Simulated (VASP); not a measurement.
Here is a VASP 6.6.1 calculation.

File INCAR:

```
SYSTEM = PtC
PREC = Accurate
ENCUT = 520
EDIFF = 1E-8
ISMEAR = -1
SIGMA = 0.03
LREAL = .False.
LASPH = .True.
NELM = 60
ALGO = Fast
ISIF = 2
LWAVE = .False.
LCHARG = .False.
GGA = PE
LEFG = .True.
NBANDS = 14
```

KPOINTS

```
Automatic mesh
0
Gamma
  13 13 13
  0 0 0
```

File POSCAR:

```
PtC
1.0
    0.0000000000      2.1877036099      2.1877036099
    2.1877036099      0.0000000000      2.1877036099
    2.1877036099      2.1877036099      0.0000000000
Pt C
1 1
Direct
    0.0000000000      0.0000000000      0.0000000000
    0.5000000000      0.5000000000      0.5000000000
```

Potentials or basis: VASP PAW PBE potentials, release 64 (Pt, C).

Launch:

```console
$ cat potpaw_PBE.64/Pt/POTCAR potpaw_PBE.64/C/POTCAR > POTCAR
$ mpirun -np 1 vasp_std > vasp.out
```

Predict the band gap on the k mesh.

none (metal or under the smearing width).

Predict the pressure.

18.6 GPa.

Electric field gradients, principal values (V/Å²):
```csv
atom,Vxx,Vyy,Vzz
1 Pt,0.000,0.000,0.001
2 C,0.000,0.000,0.000
```

Caveat: so large a pressure means that the cell lies far from this level's equilibrium, or that cutoff or potentials fall short. The run has no spin-orbit coupling, so splittings on Pt are missing.
